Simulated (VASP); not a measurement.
```xyz
1
Lattice="3.1615 0.0000 0.0000 0.0000 3.1615 0.0000 0.0000 0.0000 3.1615" Properties=species:S:1:pos:R:3 pbc="T T T"
Ho     0.0000     0.0000     0.0000
```

Calculation: PBEsol GGA, VASP's PBE PAW potentials (set 64) (plane waves; VASP). Settings: 400 eV cut-off, 13×13×13 Γ-centred mesh, tetrahedra with Blöchl corrections, potentials Ho_3.

The 4f electrons are frozen in the core of the lanthanide potential, so 4f levels, which can set the real gap, and their magnetism are missing.

### Question
The job: Ho (relaxed from the simple-cubic structure, space group Pm-3m), 1 atom, PBEsol, static run, 400 eV, 13×13×13 Γ-centred mesh. Roughly how much core time does it take on a busy server core?

### Answer
About 20 core-seconds (one run on a shared machine, a rough figure). It had 84 irreducible k-points, 8 bands, up to 587 plane waves and 12 electronic steps.

The structure was generated: Ho was put into the simple-cubic type (Pm-3m), which need not be its known phase. It was relaxed first, which changed the volume by -10 %.
